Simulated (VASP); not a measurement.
# LaSc in VASP: the effect of strain

LaSc:

```
La Sc
1.0
     3.79012    0.00000    0.00000
     0.00000    3.94804    0.00000
     0.00000    0.00000    3.94804
La Sc
1 1
Direct
  0.00000 0.00000 0.00000
  0.50000 0.50000 0.50000
```

The cell was built by a generator and needn't be a form met in nature.

The cell isn't the ideal one: strain = -0.04.

Alike in all runs:

| Property | Result |
| --- | --- |
| Program | VASP 6.6.1 |
| Task | relaxation of the atoms |
| Functional | PBE |
| Potentials or basis | VASP PAW PBE potentials, release 64 (La, Sc_sv) |
| Cutoff | 520 eV |
| k mesh | 7 × 7 × 7 |
| Occupations | fermi-dirac, width 0.05 eV |
| Spin | no spin polarisation |
| Strain kind | uniaxial_x |
| Further INCAR settings | ALGO = Normal; EDIFF = 1e-06; IBRION = 2; EDIFFG = -0.01; NSW = 40 |

Each run relaxes the cell or the atoms first.

```csv
strain,pressure (GPa)
-0.04,?
-0.02,0.8
-0.01,0.4
0,0.0
0.01,-0.3
0.02,-0.7
0.04,-1.3
```

Task: What does the run with strain -0.04 give?

Result: Pressure 1.6 GPa.

Worked out: A straight line through the other rows of the pressure, of slope -35 GPa per unit of strain, extrapolates to 1.5 GPa, against the run's 1.6.

Caveats: the relaxation stopped at its first step, so nothing moved.
